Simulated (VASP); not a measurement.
Crystal: TiAs.

```
Ti As
1.0
     3.66393    0.00000    0.00000
    -1.83196    3.17306    0.00000
     0.00000    0.00000    6.11504
Ti As
2 2
Direct
  0.00000 0.00000 0.50000
  0.00000 0.00000 0.00000
  0.66667 0.33333 0.75000
  0.33333 0.66667 0.25000
```

The cell is a database's computed one.

```yaml
Program: VASP 6.6.1
Task: relaxation of cell and atoms
Functional: LDA
Potentials_or_basis: VASP PAW LDA potentials, release 64 (Ti_sv, As)
Cutoff: 600 eV
k_mesh: 12 × 12 × 8
Occupations: gaussian, width 0.1 eV
Spin: no spin polarisation
```

At the start: pressure -7.4 GPa; volume 17.77 Å³/atom.

**Question.** Where does the relaxation end?

**Answer.** Over 11 steps the energy falls by 25.6 meV/atom and the volume is 16.70 Å³/atom (-6.0 %); space group P6_3/mmc (No. 194, to 0.05 Å).

Step by step:
```
step  energy change (eV)  largest force (eV/Å)  pressure (GPa)  volume (Å³)
   1              0.0000                0.0000           -7.35        71.09
   2              0.0087                0.0000            9.42        63.03
   3             -0.1009                0.0000           -0.11        66.97
   4             -0.1009                0.0000            0.04        66.89
   5             -0.1017                0.0000            0.07        66.85
   6             -0.1024                0.0000            0.09        66.78
   7             -0.1024                0.0000            0.09        66.78
   8             -0.1024                0.0000            0.08        66.77
   9             -0.1024                0.0000            0.09        66.77
  10             -0.1023                0.0000           -0.14        66.89
  11             -0.1024                0.0000           -0.03        66.82
```

Final structure:
```
Ti As
1.0
     3.57663    0.00000    0.00000
    -1.78832    3.09745    0.00000
     0.00000    0.00000    6.03140
Ti As
2 2
Direct
  0.00000 0.00000 0.50000
  0.00000 0.00000 0.00000
  0.66667 0.33333 0.75000
  0.33333 0.66667 0.25000
```
